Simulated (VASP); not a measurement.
Given:

```
CELL_PARAMETERS angstrom
      0.00000     1.81917     1.81917
      1.81917     0.00000     1.81917
      1.81917     1.81917     0.00000
ATOMIC_POSITIONS crystal
  C  0.00000 0.00000 0.00000
  C  0.25000 0.25000 0.25000
```

The numbers are results of optB88-vdW, VASP's PBE PAW potentials (set 64) (plane waves; VASP), not measurements. Settings: 520 eV cut-off, 11×11×11 Γ-centred mesh, Gaussian smearing of 0.050 eV, potentials C.

Question: Give the stress tensor in GPa (positive for a compressed cell).

Answer: 
```
-20.10    0.00    0.00
  0.00  -20.10    0.00
  0.00    0.00  -20.10
```
The pressure is its mean diagonal, -20.10 GPa.

The compound is C in the diamond structure. The cell was not relaxed at this level. The run is one of a series of settings (AGGAC = 0.0, GGA = BO, LUSE_VDW = .TRUE., PARAM1 = 0.1833333333, PARAM2 = 0.22 against the base run), some of them coarse on purpose.
